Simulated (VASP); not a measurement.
Input:

```
HgTe
1.0
    4.66120     0.00000     0.00000
   -2.33060     4.03672     0.00000
    0.00000     0.00000    10.39720
Hg Te
3 3
Direct
  0.68602   0.00000   0.66667
  0.00000   0.68602   0.33333
  0.31398   0.31398   0.00000
  0.51445   0.00000   0.16667
  0.00000   0.51445   0.83333
  0.48555   0.48555   0.50000
```

All values below come from r2SCAN meta-GGA, VASP's PBE PAW potentials (set 64) (plane waves; VASP). Numerical set-up: 400 eV cut-off, 6×6×3 Γ-centred mesh, tetrahedra with Blöchl corrections, potentials Hg Te.

Unless said otherwise, spin-orbit coupling is left out, though it shifts the bands of the heavy elements here.

Task: Give the energies of bands 18 to 31 at the high-symmetry points, in eV from the valence-band maximum.

Result: 
| band | Γ | M | K | A | L | H |
|---|---|---|---|---|---|---|
| 18 | -6.73 | -6.25 | -6.37 | -6.72 | -6.55 | -6.59 |
| 19 | -4.54 | -5.07 | -4.68 | -5.03 | -5.22 | -4.91 |
| 20 | -4.54 | -4.97 | -4.68 | -3.13 | -4.70 | -4.58 |
| 21 | -1.71 | -3.68 | -4.65 | -3.13 | -3.98 | -4.58 |
| 22 | -1.70 | -3.36 | -3.42 | -1.32 | -2.96 | -2.67 |
| 23 | -1.26 | -2.37 | -2.70 | -1.29 | -2.32 | -2.67 |
| 24 | -1.26 | -2.05 | -2.70 | -1.29 | -2.05 | -2.26 |
| 25 | -0.20 | -1.33 | -1.37 | -0.28 | -1.94 | -2.26 |
| 26 | -0.18 | -1.05 | -0.97 | -0.28 | -1.04 | -2.04 |
| 27 | -0.18 | -0.88 | -0.97 | 0.00 | -0.76 | -0.88 |
| 28 | 0.87 | 1.00 | 1.18 | 1.76 | 1.28 | 1.97 |
| 29 | 2.52 | 1.89 | 1.85 | 1.76 | 1.82 | 2.46 |
| 30 | 2.52 | 2.05 | 1.85 | 2.53 | 2.73 | 2.46 |
| 31 | 3.45 | 2.94 | 5.23 | 2.93 | 2.94 | 4.30 |

The gap is indirect, 0.87 eV, from the valence maximum at A to the conduction minimum at Γ.

The structure was generated: HgTe was put into the cinnabar type (P3_221), which need not be its known phase. It was relaxed first, which changed the volume by -5 %.
